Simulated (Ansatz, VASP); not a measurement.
# Te in two plane-wave programs, part 2 of 2

Wanted: the spread between two codes on one cell, functional and k mesh. The cell is taken from a series of runs on this material, whose earlier steps may have relaxed, scaled, displaced or heated it; both programs get it as it stands.

VASP 6.6.1 and Ansatz 0.2.0.

So far: Set-up; VASP: G0W0 gap, LDA.

## Step 3: Ansatz: G0W0 gap, LDA

Level of this step: Ansatz beside VASP: Kohn-Sham DFT, plane waves, LDA (Ansatz).

Ansatz runs on its PAW soft_1 files.

The same cell, functional (in two slightly different forms) and mesh now go to Ansatz, which takes its cutoff from its data sets.

input.yaml reads:

```yaml
crystal:
  lattice:
    - [4.4572, 0.0, 0.0]
    - [-2.2286, 3.8600484297, 0.0]
    - [0.0, 0.0, 5.929]
  atoms:
    - { symbol: Te, position: [0.2633, 0.0, 0.3333333333] }
    - { symbol: Te, position: [0.0, 0.2633, 0.6666666667] }
    - { symbol: Te, position: [0.7367, 0.7367, 0.0] }
kpoints:
  mp_grid: { grid: [6, 6, 4] }
hamiltonian:
  xc: lda
  pseudopotentials: { kind: paw, azcp: { folder: soft_1 }, xc_functional: pbe }
scf:
  occupations: { method: fixed }
gw:
  n_empty_bands: 231
  ecut_chi: 100
  qp_bands: [v2, c2]
  qp_kpoints: band_edges
  screening: { model: contour_deformation }
```

Launch:

```console
> ansatz run input.yaml --threads 2 --pin off --max-ram 92160MiB --backend cuda --events-out ev --progress --plain --runs-dir out --devices 1 --max-vram 13GiB
```

Numbers of over 12 decimals in the logs are rounded to 6 here.

The program printed:

```text
GPUs: using 1 of 1 available (devices: 1).
Engine: ansatz 0.2.0, x86_64-unknown-linux-gnu
Pseudopotentials: kind: paw
Pseudopotential: Te, paw, valence charge 16, recommended cutoff 420 eV (normal), soft_1/Te.paw.azcp
Functional definition: SPW92
  exchange = slater_x
  correlation = pw_c
device memory: the entry about to start is reckoned to put 1.0 GiB on a device that reports 38.7 GiB free (of which the cap on the GPU budget leaves the run 13.0 GiB)
GPU FFT provider: cuFFT
GPU libraries: cuBLAS 13.8.2, cuFFT 12.4.0, cuSOLVER 12.3.4
Crystal: 3 atoms, lattice volume = 102.008 Å³
Basis set: ecut = 420 eV, 2017 PW (Γ)
Bands: 29, of which v1, the nominal top of the filled ones, is band 24 counted from 1 (23 counted from 0)
Symmetry: 6 space group operations
Space group: P3121 (ITA 152), of the structure as read, at distance tolerance 4.7e-5 Å
k-points: 24 of 144 (time reversal used)
Non-local potential: Te, projectors of the file, l = 0: 2, l = 1: 2, l = 2: 2, l = 3: 1
PAW form: soft (Blöchl's): semilocal exchange-correlation on the pseudo side does not see the compensation charge
PAW frozen core: Te, regenerated for the run's functional, and the local potential with it (the file was generated under x = pbe(κ = 0.804, μ = 0.219515), c = pbe(β = 0.066725))
PAW one-centre angular grid: Te, 590 points (default); XC on 64 Gauss nodes
Initial density: superposition of atomic densities (chi_scale 0.1, normalization cell)
Initial wavefunctions: pseudopotential atomic-orbital guess
GPU buffer pool allocated for 36000 grid points (all kernels)
GPU transforms: local potential and band sums: pruned to the plane-wave sphere, on 30×30×40
Functional: x = slater, c = lda
SCF iter   1: F=—  HF=-20481.788584 eV  |F-HF|=—  |Δ(HF+E_count)|=         —  Δρ=1.60e-2  dr2=1.87e-1  ethr=3.10e-3  ⟨swp⟩=4.7  Hψ=2616  notcnv=0  defer=66
preconditioner: auto → Resta (q_TF=auto, 2.406 Å⁻¹)  ε∞=4.2  [insulator: Δε(μ)=0.210 eV  Ē_g=8.704 eV  n_scr=22 (ndim 8)  ℏωp=15.6 eV  f_vac=0.011  ε∞_Penn≈4.2]
SCF iter   2: F=—  HF=-20481.750380 eV  |F-HF|=—  |Δ(HF+E_count)|=   3.82e-2  Δρ=8.86e-3  dr2=5.67e-2  ethr=3.89e-4  ⟨swp⟩=2.0  Hψ=1091  notcnv=0  defer=70
SCF iter   3: F=—  HF=-20481.736763 eV  |F-HF|=—  |Δ(HF+E_count)|=   1.36e-2  Δρ=7.92e-4  dr2=5.70e-4  ethr=1.18e-4  ⟨swp⟩=3.5  Hψ=1010  notcnv=0  defer=70
SCF iter   4: F=—  HF=-20481.736857 eV  |F-HF|=—  |Δ(HF+E_count)|=   9.45e-5  Δρ=2.29e-4  dr2=4.83e-5  ethr=1.19e-6  ⟨swp⟩=2.7  Hψ=1205  notcnv=0  defer=70
SCF iter   5: F=—  HF=-20481.736872 eV  |F-HF|=—  |Δ(HF+E_count)|=   1.48e-5  Δρ=3.15e-5  dr2=1.44e-6  ethr=1.01e-7  ⟨swp⟩=1.6  Hψ=761  notcnv=0  defer=70
SCF iter   6: F=-20481.736873 eV  HF=-20481.736873 eV  |F-HF|=7.23e-9  |Δ(HF+E_count)|=   6.23e-7  Δρ=1.10e-5  dr2=9.98e-8  ethr=2.08e-10  ⟨swp⟩=13.9  Hψ=4083  notcnv=0
SCF 1 converged in 6 iterations: F = -20481.736873 eV  dr2 = 9.98e-8
  greatest PAW one-centre occupation: 0.999 electrons in one spin orbital (limit 2), on the Te atom at site 1 (counted from 0), in its partial waves of l = 2
device memory: the entry about to start is reckoned to put 1.1 GiB (of the 1.2 GiB reckoned in all, the device holds 0.1 GiB already) on a device that reports 44.9 GiB free (of which the cap on the GPU budget leaves the run 12.9 GiB)
NSCF: frozen V_eff on 24 k-points, pencils in batches of 32, up to order 116
the band table was solved once the SCF had ended and its energy, with any forces and stress, was formed, with the checks that follow a solve (3621 applications of the Hamiltonian). They found nothing against the state; the energy, forces and stress were not computed again (output.eigenvalues in the input reference)
device memory: the entry about to start is reckoned to put 3.3 GiB on a device that reports 45.5 GiB free (of which the cap on the GPU budget leaves the run 13.0 GiB)
NSCF: frozen V_eff on 24 k-points
G₀W₀ screening: q 1/24
[... further progress lines ...]
SCF converged after 6 iterations
Free energy (F): -20481.736873 eV
Harris-Foulkes:  -20481.736873 eV  (|F-HF|=7.23e-9)
Internal energy: -20481.736873 eV  (E = F + TS)
E sigma→0 (E₀):  -20481.736873 eV
Fermi energy:    8.394165 eV
--- Per-component energies (eV) ---
  E_band       = -811.809998
  E_kinetic    = 518.692391
  E_local      = -4970.603958  (includes V_loc(G=0)·N_el)
  E_nonlocal   = 210.886105
  E_hartree    = 2461.150339
  E_xc         = -366.641926
  E_vxc        = -308.251437  (∫ρ·V_xc dr)
  E_paw        = -13550.356138  (= ΣΔE_a)
  E_vpaw       = -1184.831119  (= ΣTr[D̂ρ^β])
  E_aug_tail   = 0.000219  (compensation charges beyond the density's cutoff)
  E_ewald      = -4786.899832
  E_core_change = 2.035927  (= ΣΔE_core)
  E_smearing   = -0.000000  (= −TS)
  E_closure    = 0.000000  (closes the sum)
  Σ components = -20481.736873   (vs F -20481.736873, Δ=0.00e0)
--- Band table (eV; the first three rows and the last of 24) ---
  k-point 0: bands = [... 20 lower, 5.5948, 6.7639, 6.7639, 7.6759, 9.4125, 9.4125, 10.0379, 13.3530, ... 1 higher]
  k-point 1: bands = [... 20 lower, 5.9016, 6.9294, 6.9444, 7.6142, 9.0984, 9.1472, 9.5181, 12.8234, ... 1 higher]
  k-point 2: bands = [... 20 lower, 5.7567, 7.0947, 7.3608, 7.3608, 8.9334, 8.9450, 8.9450, 12.4582, ... 1 higher]
  k-point 23: bands = [... 20 lower, 3.4292, 7.3807, 8.3942, 8.3942, 8.5180, 9.8266, 9.8266, 14.2540, ... 1 higher]
--- G₀W₀: contour deformation, 9 samples at zero and on the imaginary axis and 1 off it, 144 q-points, 231 empty bands' worth ---
  eigenvalues of the whole cell's RPA ε∞ on this k-mesh (on a slab, of 1 + 4πα/V) = 52.1155, 1013.6924, 1013.6924; static W/v taken at q = 0 is -0.000719
  gw.qp_kpoints: band_edges: 12 of 24 stored k-points solved, in 1 pass; an edge of the gap read off the rows below is read off those points alone
    valence top: of the k-points left out ik 8 came nearest to being solved in a further pass, in band 24 (counted from 1, as in the quasiparticle table): it holds the edge there only if its correction is more favourable than any solved in that band by at least 0.550 eV; those differ by 0.087 eV
    conduction bottom: of the k-points left out ik 1 came nearest to being solved in a further pass, in band 25 (counted from 1, as in the quasiparticle table): it holds the edge there only if its correction is more favourable than any solved in that band by at least 0.508 eV; those differ by 0.072 eV
    ik  band        ε_KS         Σx   Σc(E_QP)       V_xc       Z   E_QP_lin       E_QP  E_QP is
     0    23      6.7639   -15.1581     1.6151   -13.4809  0.6739     6.7015     6.7018  root
     0    24      7.6759   -15.2380     1.2708   -13.8970  0.6957     7.6053     7.6057  root
     0    25      9.4125   -10.9445    -3.4871   -14.6914  0.6991     9.6803     9.6723  root
     0    26      9.4125   -10.9445    -3.4871   -14.6914  0.6991     9.6803     9.6723  root
     2    23      7.3608   -15.2181     1.2312   -13.9274  0.6937     7.3011     7.3013  root
     2    24      7.3608   -15.2181     1.2312   -13.9274  0.6937     7.3011     7.3013  root
     2    25      8.9334   -10.5017    -3.1532   -13.8569  0.7100     9.1397     9.1354  root
     2    26      8.9450    -9.9453    -3.3720   -13.5665  0.7198     9.2012     9.1942  root
     3    23      7.4984   -15.3974     1.1034   -14.2468  0.6975     7.4512     7.4513  root
     3    24      7.6447   -15.0453     0.9753   -14.0262  0.7002     7.6009     7.6009  root
     3    25      9.2327   -10.8595    -3.2865   -14.4034  0.7102     9.4975     9.4900  root
     3    26      9.3425   -10.8363    -3.3875   -14.4797  0.7053     9.6060     9.5984  root
     4    23      7.4213   -15.0380     1.0547   -13.9455  0.6970     7.3836     7.3835  root
     4    24      7.5455   -15.4492     0.9506   -14.4828  0.7003     7.5298     7.5298  root
     4    25      9.0945   -10.7740    -3.1094   -14.1015  0.7120     9.3179     9.3127  root
     4    26      9.2497   -10.5090    -3.3926   -14.1563  0.7115     9.5118     9.5044  root
     7    23      7.3748   -15.1167     0.9841   -14.0947  0.6991     7.3368     7.3368  root
     7    24      7.5936   -15.3723     1.0657   -14.2621  0.6997     7.5490     7.5491  root
     7    25      9.2974   -10.4888    -3.3481   -14.0771  0.7111     9.5442     9.5375  root
     7    26      9.4676   -10.2729    -3.4938   -14.0177  0.7093     9.7260     9.7187  root
    11    23      7.2959   -14.8057     1.0058   -13.7504  0.6971     7.2463     7.2464  root
    11    24      7.5693   -15.3781     1.0258   -14.3149  0.7002     7.5320     7.5321  root
    11    25      9.2934   -10.3695    -3.3444   -13.9487  0.7138     9.5347     9.5282  root
    11    26      9.3989   -10.2171    -3.4179   -13.8754  0.7112     9.6462     9.6393  root
[...]
20    23      6.5190   -15.1155     1.5178   -13.5747  0.6702     6.4961     6.4961  root
    20    24      7.8755   -15.2126     0.7531   -14.4379  0.7067     7.8539     7.8539  root
    20    25      9.3252   -10.7143    -3.3008   -14.2616  0.7097     9.5787     9.5717  root
    20    26     10.6249   -10.6164    -4.0259   -14.8690  0.6715    10.8572    10.8515  root
    23    23      8.3942   -15.3452     0.4440   -14.9106  0.7121     8.4035     8.4036  root
    23    24      8.3942   -15.3452     0.4440   -14.9106  0.7121     8.4035     8.4036  root
    23    25      8.5180   -11.0410    -3.0040   -14.3190  0.7176     8.7998     8.7920  root
    23    26      9.8266   -10.5504    -3.5131   -14.3156  0.7006    10.0865    10.0787  root
```

## Step 4: Differences

Known differences besides the potentials themselves: the two LDA forms differ slightly; fixed occupations in Ansatz, narrow Gaussian smearing in VASP; the data sets hold 48 valence electrons in Ansatz (on its PAW soft_1 files) and 18 in VASP; the cutoff is 420 eV in Ansatz and 300 eV in VASP; VASP's log shows a relativistic correction to its local exchange, Ansatz's none; Ansatz integrates over frequency by contour deformation, VASP on a grid of NOMEGA points; Ansatz's G0W0 levels solve the quasiparticle equation, VASP's are linearised. Total energies have different zeros and are not compared.

Both answers:

```
                   quantity  Ansatz  VASP  difference
  G0W0 gap on the mesh (eV)    0.39  0.42       -0.03
Kohn-Sham gap under it (eV)    0.12  0.10       +0.02
```

VASP's log warns that its frequency grid doesn't suit quasiparticle energies on this mesh.

## Step 5: Outcome

```json
{
  "difference in G0W0 gap on the mesh (G0W0 gap, LDA)": "-0.033 eV"
}
```

In words: The difference in G0W0 gap on the mesh is -0.033 eV (G0W0 gap, LDA). The data sets hold unlike numbers of valence electrons (48 in Ansatz and 18 in VASP), so part of the differences comes from the potentials. How closely two codes agree says nothing of how well the functional describes the real material.

[Lines on the potential files, build, host, timing and source positions are cut from VASP's logs without a mark.]

[Logs are printed without paths, hosts, clocks, repeated set-up lines and the standing remarks that a program may print on its own settings, such as how far it seeks lower states.]

[Hosts, paths, dates, database ids (printed as entryN), source tags and the programs' standing remarks are cut or masked in the printed files.]
